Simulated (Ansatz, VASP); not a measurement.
ZrAl3B3N: VASP beside Ansatz

```
Zr Al B N
1.0
     4.93229    0.00000    0.00000
     0.00000    4.93229    0.00000
     0.00000    0.00000    5.65621
Zr Al B N
1 3 3 1
Direct
  0.50000 0.50000 0.50000
  0.00000 0.50000 0.00000
  0.50000 0.00000 0.00000
  0.50000 0.50000 0.00000
  0.00000 0.00000 0.26669
  0.00000 0.00000 0.73331
  0.00000 0.00000 0.00000
  0.00000 0.00000 0.50000
```

Alike in both runs: functional PBE; k mesh 3 × 3 × 2; occupations gaussian, width 0.15 eV; no spin polarisation.

Ansatz relaxed the structure, and its values are those at the end. VASP's run is a single point on that final structure, the one shown.

|  | VASP | Ansatz |
| --- | --- | --- |
| version | VASP 6.6.1 | Ansatz 0.2.0 |
| potentials or method | VASP PAW PBE potentials, release 64 (Zr_sv, Al, B, N) | scalar-relativistic, plane waves, PAW |
| plane-wave cutoff (eV) | 520 | 420 |
| valence electrons in the cell | 35 | 35 |

```csv
,VASP,Ansatz,Ansatz less VASP
gap on the k mesh at the Fermi level (eV),none,none,-
pressure (GPa),0.1,0.1,+0.07
rms of the force components (eV/Å),0.001,0.004,+0.0028
```

A gap of «none» marks a metal or a gap that the smearing closes.

Caveats: the k mesh is coarse (spacing up to 0.56 Å⁻¹), so the values aren't converged.
